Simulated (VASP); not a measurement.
Given:

```
K3NaCl4
1.0
    6.24907     0.00000     0.00000
    0.00000     6.24907     0.00000
    0.00000     0.00000     6.24907
Na Cl K
1 4 3
Direct
  0.00000   0.00000   0.00000
  0.50000   0.50000   0.50000
  0.00000   0.00000   0.50000
  0.00000   0.50000   0.00000
  0.50000   0.00000   0.00000
  0.50000   0.50000   0.00000
  0.50000   0.00000   0.50000
  0.00000   0.50000   0.50000
```

Method: PBE GGA, VASP's PBE PAW potentials (set 64) (plane waves; VASP 6.6.1). Numerical set-up: 400 eV cut-off, Gaussian smearing of 0.050 eV, potentials Na_pv Cl K_sv.

Problem. Give the energies of bands 20 to 33 at the high-symmetry points, in eV from the valence-band maximum.

Solution. 
| band | Γ | X | M | R |
|---|---|---|---|---|
| 20 | -0.80 | -0.68 | -0.99 | -1.32 |
| 21 | -0.80 | -0.68 | -0.83 | -1.06 |
| 22 | -0.80 | -0.67 | -0.83 | -1.06 |
| 23 | -0.30 | -0.67 | -0.82 | -1.06 |
| 24 | -0.30 | -0.51 | -0.57 | -0.34 |
| 25 | -0.30 | -0.49 | -0.33 | -0.34 |
| 26 | -0.23 | -0.46 | -0.33 | -0.34 |
| 27 | -0.23 | -0.46 | -0.33 | -0.31 |
| 28 | -0.23 | -0.18 | -0.31 | -0.31 |
| 29 | 0.00 | -0.18 | -0.31 | -0.31 |
| 30 | 0.00 | -0.11 | -0.29 | -0.23 |
| 31 | 0.00 | -0.11 | -0.22 | -0.23 |
| 32 | 4.73 | 5.96 | 6.95 | 7.16 |
| 33 | 6.79 | 6.66 | 7.37 | 7.16 |

The gap is direct, 4.73 eV, from the valence maximum at Γ to the conduction minimum at Γ.

The structure was generated: K3NaCl4 was put into an ordered model structure (Pm-3m), which need not be its known phase. It was relaxed first, which changed the volume by +6 %.
